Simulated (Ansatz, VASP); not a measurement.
**Sc2Si3 in VASP and in Ansatz**

INCAR

```
PREC     = Accurate       # precision mode
ENCUT    = 520            # plane-wave cutoff, eV
EDIFF    = 1E-7           # SCF threshold, eV
ISMEAR   = -1             # smearing method
SIGMA    = 0.05           # smearing width, eV
LREAL    = False          # projectors in reciprocal space
LASPH    = True           # aspherical terms in the spheres
NELM     = 100            # most SCF steps
ALGO     = Normal         # electronic algorithm
ISIF     = 2              # what is computed and relaxed
LWAVE    = False          # write WAVECAR
LCHARG   = True           # write CHGCAR
GGA      = PE             # functional
LELF     = True           # ELF
LVHAR    = True         
NBANDS   = 25             # bands
```

Contents of KPOINTS:

```
regular mesh
0
Gamma
  4 8 8
```

Contents of POSCAR:

```
Sc2Si3
1.0
    6.4045930000      0.0000000000      0.0000000000
    0.0000000000      2.0413065223      3.5290963685
    0.0000000000     -2.0413065223      3.5290963685
Sc Si
2 3
Direct
    0.2354350000      0.0166100000      0.0017090000
    0.7644380000      0.0031240000      0.0024460000
    0.5031510000      0.3417210000      0.3414840000
   -0.0085250000      0.3429020000      0.3348130000
    0.5037280000      0.6645050000      0.6675540000
```

Contents of input.yaml:

```yaml
crystal:
  lattice:
    - [6.404593, 0.0, 0.0]
    - [0.0, 2.0413065223, 3.5290963685]
    - [0.0, -2.0413065223, 3.5290963685]
  atoms:
    - { symbol: Sc, position: [0.235435, 0.01661, 0.001709] }
    - { symbol: Sc, position: [0.764438, 0.003124, 0.002446] }
    - { symbol: Si, position: [0.503151, 0.341721, 0.341484] }
    - { symbol: Si, position: [-0.008525, 0.342902, 0.334813] }
    - { symbol: Si, position: [0.503728, 0.664505, 0.667554] }
hamiltonian:
  xc: pbe
  pseudopotentials: { kind: paw }
kpoints:
  mp_grid: { grid: [4, 8, 8] }
scf:
  occupations: { method: fermi_dirac, width: 0.05 }
output:
  forces: true
  stress: true
  eigenvalues: true
```

Change from the starting cell: atoms moved at random, drawn with an rms of 0.05 Å.

Alike in both runs: task single point; functional PBE; k mesh 4 × 8 × 8; occupations fermi-dirac, width 0.05 eV; no spin polarisation.

```csv
,VASP,Ansatz
version,VASP 6.6.1,Ansatz 0.2.0
potentials or method,"VASP PAW PBE potentials, release 64 (Sc_sv, Si)",Ansatz PAW
plane-wave cutoff (eV),520,420
valence electrons in the cell,34,34
```

```csv
,VASP,Ansatz,Ansatz less VASP
gap on the k mesh at the Fermi level (eV),none,none,-
pressure (GPa),0.1,0.1,-0.07
largest component of the traceless stress (GPa),0.83,0.83,0.000
rms of the force components (eV/Å),0.260,0.260,+0.0008
```

Atom by atom the forces differ by 0.002 eV/Å (rms over components). A gap of «none» marks a metal or a gap that the smearing closes. The functional is the same, so the differences come from potentials, cutoffs and numerics.
